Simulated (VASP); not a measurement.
A convergence study with VASP on TiB2 (AlB2 type): one setting is varied, all else stays as given below, so the limit is that of these other settings. Each run relaxes cell and ions from the cell shown. The basis is that of the starting cell, so low cut-offs carry a Pulay error.

```
CELL_PARAMETERS angstrom
      1.51500    -2.62406     0.00000
      1.51500     2.62406     0.00000
      0.00000     0.00000     3.23000
ATOMIC_POSITIONS crystal
  Ti 0.00000 0.00000 0.00000
  B  0.33333 0.66667 0.50000
  B  0.66667 0.33333 0.50000
```

These are PBE GGA, VASP's PBE PAW potentials (set 64) (plane waves; VASP) values and carry that method's errors. The tightest run used: 800 eV cut-off, 10×10×8 Γ-centred mesh, first-order Methfessel-Paxton smearing of 0.10 eV, potentials Ti_sv B.

Question: The settings run are ENCUT = 250; ENCUT = 300; ENCUT = 350; ENCUT = 400; ENCUT = 450; ENCUT = 500; ENCUT = 550; ENCUT = 600; ENCUT = 650; ENCUT = 700; ENCUT = 750; ENCUT = 800. From which on does the relaxed volume stay within 0.02 Å³/atom of the tightest run?

Answer: From ENCUT = 400 on: it is off by 0.013 there and by no more than 0.02 in any finer run, while ENCUT = 350 is off by 0.023.
| setting | relaxed volume (Å³/atom) | E (eV/atom) | plane waves | difference judged (Å³/atom) |
|---|---|---|---|---|
| ENCUT = 250 | 8.345 | -8.1030 | 240 | 0.224 |
| ENCUT = 300 | 8.520 | -8.1278 | 327 | 0.050 |
| ENCUT = 350 | 8.546 | -8.1363 | 394 | 0.023 |
| ENCUT = 400 | 8.556 | -8.1383 | 480 | 0.013 |
| ENCUT = 450 | 8.564 | -8.1394 | 571 | 0.005 |
| ENCUT = 500 | 8.567 | -8.1401 | 672 | 0.002 |
| ENCUT = 550 | 8.567 | -8.1404 | 764 | 0.002 |
| ENCUT = 600 | 8.567 | -8.1408 | 878 | 0.003 |
| ENCUT = 650 | 8.567 | -8.1412 | 998 | 0.002 |
| ENCUT = 700 | 8.568 | -8.1414 | 1106 | 0.001 |
| ENCUT = 750 | 8.569 | -8.1415 | 1213 | 0.001 |
| ENCUT = 800 | 8.569 | -8.1416 | 1331 | 0.000 |

Left out are rungs that failed or repeat a setting and relaxations that didn't move; long series are thinned to 24 rows.

The compound is TiB2 in the AlB2 type structure.
